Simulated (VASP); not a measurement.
Here is a VASP 6.6.1 calculation.

The input INCAR:

```
SYSTEM = WC
PREC = Accurate ; ENCUT = 600
EDIFF = 1E-6 ; ISMEAR = 1
SIGMA = 0.1 ; LREAL = .False.
LASPH = .True. ; NELM = 120
ALGO = Normal ; ISIF = 3
LWAVE = .False. ; LCHARG = .False.
GGA = PE ; IVDW = 12
IBRION = 2 ; NSW = 60
EDIFFG = -0.005
```

The input KPOINTS:

```
regular mesh
0
Gamma
  16 16 14
  0 0 0
```

POSCAR

```
WC
1.0
    2.9000000000      0.0000000000      0.0000000000
   -1.4500000000      2.5114736700      0.0000000000
    0.0000000000      0.0000000000      2.8300000000
W C
1 1
Direct
    0.0000000000      0.0000000000      0.0000000000
    0.3333333300      0.6666666700      0.5000000000
```

Potentials or basis: VASP PAW PBE potentials, release 64 (W_sv, C).

Run with:

```bash
$ cat potpaw_PBE.64/W_sv/POTCAR potpaw_PBE.64/C/POTCAR > POTCAR
$ mpirun -np 1 vasp_std > vasp.out
```

(1) Predict the relaxed volume.

(2) What does it give for the relaxed cell?

(3) Predict the band gap on the k mesh.

## Answers

(1) 10.36 Å³/atom.

(2) a = 2.904 Å, b = 2.904 Å, c = 2.835 Å, α = 90.00°, β = 90.00°, γ = 120.00°.

(3) none (metal or under the smearing width).

Caveat: pairwise dispersion overbinds metals, which lowers pressure and volume.
